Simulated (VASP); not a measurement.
Output of a VASP run:

### OUTCAR
```
 ion  position               nearest neighbor table
   1  0.500  0.500  0.500-   2 2.46   2 2.46   2 2.46   2 2.46   2 2.46   2 2.46   2 2.46   2 2.46
  LATTYP: Found a simple cubic cell.
 ALAT       =     2.8362068358
 Subroutine PRICEL returns:
 Original cell was already a primitive cell.
 Subroutine GETGRP returns: Found 48 space group operations
The static configuration has the point symmetry O_h .
The dynamic configuration has the point symmetry O_h .
 Subroutine INISYM returns: Found 48 space group operations
 Subroutine IBZKPT returns following result:
 Found    120 irreducible k-points:

 Following reciprocal coordinates:
            Coordinates               Weight
  0.000000  0.000000  0.000000      1.000000
  0.071429  0.000000  0.000000      6.000000
  0.142857  0.000000  0.000000      6.000000
  0.214286  0.000000  0.000000      6.000000
  0.285714  0.000000  0.000000      6.000000
  0.357143  0.000000  0.000000      6.000000
  0.428571  0.000000  0.000000      6.000000
  0.500000  0.000000  0.000000      3.000000
  0.071429  0.071429  0.000000     12.000000
  0.142857  0.071429  0.000000     24.000000
  0.214286  0.071429  0.000000     24.000000
  0.285714  0.071429  0.000000     24.000000
  0.357143  0.071429  0.000000     24.000000
  0.428571  0.071429  0.000000     24.000000
  0.500000  0.071429  0.000000     12.000000
  0.142857  0.142857  0.000000     12.000000
  0.214286  0.142857  0.000000     24.000000
  0.285714  0.142857  0.000000     24.000000
  0.357143  0.142857  0.000000     24.000000
  0.428571  0.142857  0.000000     24.000000
  0.500000  0.142857  0.000000     12.000000
  0.214286  0.214286  0.000000     12.000000
  0.285714  0.214286  0.000000     24.000000
  0.357143  0.214286  0.000000     24.000000
  0.428571  0.214286  0.000000     24.000000
  0.500000  0.214286  0.000000     12.000000
  0.285714  0.285714  0.000000     12.000000
  0.357143  0.285714  0.000000     24.000000
  0.428571  0.285714  0.000000     24.000000
  0.500000  0.285714  0.000000     12.000000
  0.357143  0.357143  0.000000     12.000000
  0.428571  0.357143  0.000000     24.000000
  0.500000  0.357143  0.000000     12.000000
  0.428571  0.428571  0.000000     12.000000
  0.500000  0.428571  0.000000     12.000000
  0.500000  0.500000  0.000000      3.000000
  0.071429  0.071429  0.071429      8.000000
  0.142857  0.071429  0.071429     24.000000
  0.214286  0.071429  0.071429     24.000000
  0.285714  0.071429  0.071429     24.000000
   k-points           NKPTS =    120   k-points in BZ     NKDIM =    120   number of bands    NBANDS=     10
   number of dos      NEDOS =    601   number of ions     NIONS =      2
   total plane-waves  NPLWV =  13824
   dimension x,y,z NGX =    24 NGY =   24 NGZ =   24
   dimension x,y,z NGXF=    48 NGYF=   48 NGZF=   48
   ions per type =               1   1
   PREC   = accura    normal or accurate (medium, high low for compatibility)
   ISTART =      0    job   : 0-new  1-cont  2-samecut
   ICHARG =      2    charge: 1-file 2-atom 10-const
   ISPIN  =      1    spin polarized calculation?
   LNONCOLLINEAR =      F non collinear calculations
   LSORBIT =      F    spin-orbit coupling
   INIWAV =      1    electr: 0-lowe 1-rand  2-diag
   ENCUT  =  520.0 eV  38.22 Ry    6.18 a.u.   5.27  5.27  5.27*2*pi/ulx,y,z
   NELM   =    100;   NELMIN=  2; NELMDL= -5     # of ELM steps
   EDIFF  = 0.1E-06   stopping-criterion for ELM
   LREAL  =      F    real-space projection
   NLSPLINE    = F    spline interpolate recip. space projectors
   LMAXMIX     =    4 max onsite mixed and CHGCAR
   VOSKOWN=      0    Vosko Wilk Nusair interpolation
   EDIFFG = 0.1E-05   stopping-criterion for IOM
   NSW    =      0    number of steps for IOM
   NBLOCK =      1;   KBLOCK =      1    inner block; outer block
   IBRION =     -1    ionic relax: 0-MD 1-quasi-New 2-CG
   NFREE  =      0    steps in history (QN), initial steepest desc. (CG)
...
```

OSZICAR:
```
       N       E                     dE             d eps       ncg     rms          rms(c)
DAV:   1     0.414723492121E+02    0.41472E+02   -0.54809E+03  2400   0.127E+03
DAV:   2    -0.890374438977E+01   -0.50376E+02   -0.48175E+02  2426   0.197E+02
DAV:   3    -0.102900404036E+02   -0.13863E+01   -0.13751E+01  2894   0.423E+01
DAV:   4    -0.103140136503E+02   -0.23973E-01   -0.23954E-01  2898   0.494E+00
DAV:   5    -0.103147531419E+02   -0.73949E-03   -0.73850E-03  2786   0.876E-01    0.122E+01
DAV:   6    -0.128177886995E+02   -0.25030E+01   -0.66480E+01  2696   0.122E+02    0.165E+01
DAV:   7    -0.879007956132E+01    0.40277E+01   -0.29646E+01  2630   0.782E+01    0.178E+00
DAV:   8    -0.878317044470E+01    0.69091E-02   -0.19835E-01  2524   0.399E+00    0.112E+00
DAV:   9    -0.877074287587E+01    0.12428E-01   -0.41852E-02  2928   0.297E+00    0.278E-01
DAV:  10    -0.877031464247E+01    0.42823E-03   -0.11913E-03  3116   0.472E-01    0.112E-01
DAV:  11    -0.877031180521E+01    0.28373E-05   -0.21026E-05  2848   0.441E-02    0.176E-02
DAV:  12    -0.877030623492E+01    0.55703E-05   -0.70325E-06  2996   0.354E-02    0.656E-03
DAV:  13    -0.877030565921E+01    0.57571E-06   -0.22072E-07  1694   0.474E-03    0.169E-03
DAV:  14    -0.877030560857E+01    0.50647E-07   -0.46192E-08  1254   0.275E-03
   1 F= -.87703056E+01 E0= -.87703056E+01  d E =0.000000E+00
```

OUTCAR:
```
------------------------ aborting loop because EDIFF is reached ----------------------------------------
  FORCE on cell =-STRESS in cart. coord.  units (eV):
  Direction    XX          YY          ZZ          XY          YZ          ZX
  --------------------------------------------------------------------------------------
  Total       -0.0056817     -0.0056817     -0.0056817      0.0000000     -0.0000000      0.0000000
  in kB       -0.3990026     -0.3990026     -0.3990026      0.0000000     -0.0000000      0.0000000
  external PRESSURE =      -0.3990026 kB  Pullay stress =       0.0000000 kB
  volume of cell :       22.81
      direct lattice vectors                 reciprocal lattice vectors
     2.836206836  0.000000000  0.000000000     0.352583594  0.000000000  0.000000000
     0.000000000  2.836206836  0.000000000     0.000000000  0.352583594  0.000000000
     0.000000000  0.000000000  2.836206836     0.000000000  0.000000000  0.352583594
 POSITION                                       TOTAL-FORCE (eV/Angst)
 -----------------------------------------------------------------------------------
      1.41810      1.41810      1.41810         0.000000      0.000000      0.000000
      0.00000      0.00000      0.00000         0.000000      0.000000      0.000000
 -----------------------------------------------------------------------------------
    total drift:                                0.000000      0.000000      0.000000
  FREE ENERGIE OF THE ION-ELECTRON SYSTEM (eV)
  ---------------------------------------------------
  free  energy   TOTEN  =        -8.7703056086 eV

  energy  without entropy=       -8.7703056086  energy(sigma->0) =       -8.77030561

 total charge

# of ion       s       p       d       tot
------------------------------------------
    1        0.394   0.433   0.000   0.827
    2        0.439   0.519   7.534   8.492
--------------------------------------------------
tot          0.833   0.953   7.534   9.319
```
(Selected blocks of OUTCAR.)

File POSCAR:
```
CoAl
1
    2.8362068358     0.0000000000     0.0000000000
    0.0000000000     2.8362068358     0.0000000000
    0.0000000000     0.0000000000     2.8362068358
Al Co
1 1
Direct
  0.5000000000   0.5000000000   0.5000000000
  0.0000000000   0.0000000000   0.0000000000
```

Task: Write an INCAR and KPOINTS that could have produced this output.

Result: Several could match; the one computed here: the input of the run itself, rev-vdW-DF2, plane waves, VASP's PBE PAW potentials (set 64).

### KPOINTS
```
Automatic mesh
0
Gamma
14 14 14
0 0 0
```

INCAR:
```
# general
SYSTEM   = CoAl
PREC     = Accurate
ENCUT    = 520
LREAL    = .False.   # projection in real space or not
LASPH    = .True.

# electronic loop
EDIFF    = 1E-7   # SCF stop (eV)
NELM     = 100
ALGO     = Normal   # blocked Davidson
LMAXMIX  = 4

# smearing
ISMEAR   = -5   # tetrahedra, Bloechl

# functional
GGA      = MK
LUSE_VDW = .True.
AGGAC    = 0.0
PARAM1   = 0.1234568
PARAM2   = 0.7114
ZAB_VDW  = -1.8867

# ions
ISIF     = 2   # forces and stress, cell fixed

# output
LWAVE    = .False.
LCHARG   = .True.
LORBIT   = 11   # lm-projected
NEDOS    = 601
```

POTCAR, in this order: Al Co (PBE.64 set). Program: vasp_std.

For a metal the tetrahedron method with Blöchl corrections gives inexact stress and forces.

The compound is CoAl in the CsCl type structure. It was relaxed first. The run is not spin-polarised, so no magnetic state was tried.
